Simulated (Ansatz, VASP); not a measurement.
# MoSeO (2H-MoOSe monolayer) in two plane-wave programs, part 2 of 2

Wanted: the spread between two codes on one cell, functional and k mesh. The cell is taken from a series of runs on this material, whose earlier steps may have relaxed, scaled, displaced or heated it; both programs get it as it stands.

VASP 6.6.1 and Ansatz 0.2.0.

So far: The structure; VASP: single point, PBE with D3(BJ); Ansatz: single point, PBE with D3(BJ); Side by side.

## 5. Ansatz: single point, PBE, spin-orbit coupling

Level of this step: Ansatz beside VASP: Kohn-Sham DFT, plane waves, PBE, spin-orbit coupling (Ansatz).

With cell and atoms fixed, the geometry can't cause a difference; cores, projectors, grids and the points listed under the comparison can.

The cell is taken from a series of runs on this material, whose earlier steps may have relaxed, scaled, displaced or heated it; both programs get it as it stands.

input.yaml

```yaml
crystal:
  lattice:
    - [3.0462914802, 0.0, 0.0]
    - [-1.5231457401, 2.6381658092, 0.0]
    - [0.0, 0.0, 20.8888182082]
  atoms:
    - { symbol: Se, position: [0.3333333333, 0.6666666667, 0.4308525217] }
    - { symbol: Mo, position: [0.0, 0.0, 0.5157053647] }
    - { symbol: O, position: [0.3333333333, 0.6666666667, 0.5691474783] }
kpoints:
  mp_grid: { grid: [12, 12, 1] }
  band_path:
    path: [[0, 0, 0], [0.5, 0, 0], [0.33333333, 0.33333333, 0], [0, 0, 0]]
    npoints: 16
hamiltonian:
  xc: pbe
  pseudopotentials: { kind: paw_fr }
magnetization:
  noncollinear: true
  spin_orbit: true
scf:
  occupations: { method: fermi_dirac, width: 0.05 }
  convergence: { dr2_threshold: 1.0e-09 }
efield:
  axis: 3
  dipole_correction: true
  ramp_position: 0.97
  ramp_width: 0.06
  amplitude: 0
output:
  write_potential: true
  write_density: true
  volumetric_format: npy
```

Run with:

```
ansatz run input.yaml --threads 2 --pin off --max-ram 3072MiB --backend cpu --events-out ev --progress --plain --runs-dir out
```

Numbers of over 12 decimals in the logs are rounded to 6 here.

Log:

```text
[...]
non-collinear run that drives no moment, with spin-orbit: no starting moment large enough to seed its density (crystal.atoms[].spin), no starting occupations that ask for one, no magnetisation constraint and no magnetic field, so the semilocal B_xc is pinned to zero
Crystal: 3 atoms, lattice volume = 167.876 Å³
[...]
k-point 1: bands = [... 32 lower, -2.0320, -2.0081, -0.3868, -0.3858, 1.6872, 1.7592, 1.8416, 1.8788, ... 4 higher]
  k-point 2: bands = [... 32 lower, -2.2175, -2.1832, -0.7883, -0.7715, 1.2940, 1.3073, 1.8038, 1.8361, ... 4 higher]
  k-point 18: bands = [... 32 lower, -3.3173, -3.2970, -1.4772, -1.3232, 0.5985, 0.6218, 1.9826, 2.0174, ... 4 higher]
[key lines of the parts left out:]
SCF converged after 12 iterations
Magnetization: |M| = 0.0000 μB,  M = (+0.0000, +0.0000, +0.0000) μB
Free energy (F): -10994.745339 eV
Fermi energy:    0.152079 eV
Dipole field:    D = -0.112553 V/Å  (p = -0.104420 e·Å, saw-weighted, corrected)
Work function:   Φ+ = 6.0487 eV   Φ− = 3.6976 eV
```

## 6. VASP: single point, PBE, spin-orbit coupling

The same cell, functional, mesh and smearing now go to VASP, with its own data sets.

INCAR

```
SYSTEM = MoSeO
PREC = Accurate
ENCUT = 520
EDIFF = 1E-06
NELM = 200
ISMEAR = -1
SIGMA = 0.05
LREAL = .FALSE.
ALGO = Normal
GGA = PE
LNONCOLLINEAR = .TRUE.
MAGMOM = 0 0 0 0 0 0 0 0 0
NBANDS = 38
GGA_COMPAT = .FALSE.
LASPH = .TRUE.
LSORBIT = .TRUE.
LMAXMIX = 4
LORBIT = 11
LWAVE = .FALSE.
LCHARG = .FALSE.
ISIF = 2
LDIPOL = .TRUE.
IDIPOL = 3
DIPOL = 0.5 0.5 0.506
LVHAR = .TRUE.
EFERMI = MIDGAP
NELMDL = -8
KPAR = 2
```

POSCAR

```
MoSeO
1.0
    3.0462914802      0.0000000000      0.0000000000
   -1.5231457401      2.6381658092      0.0000000000
    0.0000000000      0.0000000000     20.8888182082
Se Mo O
1 1 1
Direct
    0.3333333333      0.6666666667      0.4308525217
    1.0000000000      0.0000000000      0.5157053647
    0.3333333333      0.6666666667      0.5691474783
```

KPOINTS

```
Automatic mesh
0
Gamma
12 12 1
0 0 0
```

PAW data sets: Se, Mo_sv and O (PBE family, release 64).

Run with:

```
mpirun -np 2 vasp_ncl
```

Log:

```text
[... set-up lines as in an earlier step ...]
 entering main loop
       N       E                     dE             d eps       ncg     rms          rms(c)
DAV:   1     0.223774424291E+03    0.22377E+03   -0.13260E+04  2924   0.110E+03
DAV:   2    -0.492955618983E+01   -0.22870E+03   -0.22063E+03  3072   0.284E+02
DAV:   3    -0.255323057547E+02   -0.20603E+02   -0.20226E+02  3012   0.809E+01
DAV:   4    -0.260202714605E+02   -0.48797E+00   -0.48331E+00  2974   0.124E+01
[...]
DAV:  25    -0.228871191521E+02   -0.18927E-05   -0.75807E-08  1890   0.101E-03    0.376E-04
DAV:  26    -0.228871219356E+02   -0.27835E-05   -0.11261E-07  2118   0.134E-03    0.305E-04
DAV:  27    -0.228871228845E+02   -0.94890E-06   -0.31681E-08  1876   0.690E-04
   1 F= -.22887123E+02 E0= -.22887120E+02  d E =-.485235E-05  mag=     0.0000    -0.0000     0.0000
```

Parts of OUTCAR (step 6):

```text
  Total        0.9264816      0.9264816      0.3168016      0.0000000      0.0000000      0.0000000
  in kB        8.8421926      8.8421926      3.0235038      0.0000000      0.0000000      0.0000000
  external PRESSURE =       6.9026296 kB  Pullay stress =       0.0000000 kB

 POSITION                                       TOTAL-FORCE (eV/Angst)
 -----------------------------------------------------------------------------------
     -0.00000      1.75878      9.00000         0.000000     -0.000000     -0.137941
      0.00000      0.00000     10.77248        -0.000000      0.000000      0.051952
     -0.00000      1.75878     11.88882        -0.000000      0.000000      0.085989
 -----------------------------------------------------------------------------------
    total drift:                                0.000000     -0.000000     -0.000365

  FREE ENERGIE OF THE ION-ELECTRON SYSTEM (eV)
  ---------------------------------------------------
  free  energy   TOTEN  =       -22.8871228845 eV

  energy  without entropy=      -22.8871180321  energy(sigma->0) =      -22.88712046

 magnetization (x)
# of ion       s       p       d       tot
------------------------------------------
    1        0.000   0.000   0.000   0.000
    2        0.000   0.000   0.000   0.000
    3        0.000   0.000   0.000   0.000
--------------------------------------------------
tot          0.000   0.000   0.000   0.000

 magnetization (y)
# of ion       s       p       d       tot
------------------------------------------
    1        0.000   0.000   0.000   0.000
    2        0.000   0.000   0.000   0.000
    3        0.000   0.000   0.000   0.000
--------------------------------------------------
tot          0.000   0.000   0.000   0.000

 magnetization (z)
# of ion       s       p       d       tot
------------------------------------------
    1        0.000   0.000  -0.000  -0.000
    2       -0.000   0.000   0.000   0.000
    3        0.000   0.000   0.000   0.000
--------------------------------------------------
tot          0.000   0.000  -0.000   0.000

[... 1 part as in an earlier step ...]

[... 2 further parts left out ...]
[key lines of the parts left out:]
E-fermi :  -1.4847
```

## 7. Comparison

What differs besides the data sets and the points named for the pairs above, as far as they apply: spin-orbit coupling enters by fully relativistic files in Ansatz and inside the spheres in VASP; the data sets hold 36 valence electrons in Ansatz (on its fully relativistic PAW (standard-fr) files) and 26 in VASP. Total energies have different zeros and are not compared.

Both answers:

```tsv
quantity	Ansatz	VASP	difference
gap on the k mesh (eV)	0.874	0.873	+0.001
```

A gap on the mesh is an upper bound, since the band edges may lie between its points. With vacuum in the cell, a pressure given here is an average over mostly empty space and none of the material.

## 8. What came out

| Property | Result |
| --- | --- |
| difference in gap on the k mesh (single point, PBE with D3(BJ)) | 9.0e-5 eV |
| difference in gap on the k mesh (single point, PBE, spin-orbit coupling) | 0.0012 eV |

What this shows: The difference in gap on the k mesh is 0.0012 eV (single point, PBE, spin-orbit coupling), within the 0.08 eV picked in this series as the mark of a large difference. The data sets hold unlike numbers of valence electrons (36 in Ansatz and 26 in VASP), so part of the differences comes from the potentials. How closely two codes agree says nothing of how well the functional describes the real material.

[Lines on the potential files, build, host, timing and source positions are cut from VASP's logs without a mark.]

[Logs are printed without paths, hosts, clocks, repeated set-up lines and the standing remarks that a program may print on its own settings, such as how far it seeks lower states.]

[Hosts, paths, dates, database ids (printed as entryN), source tags and the programs' standing remarks are cut or masked in the printed files.]
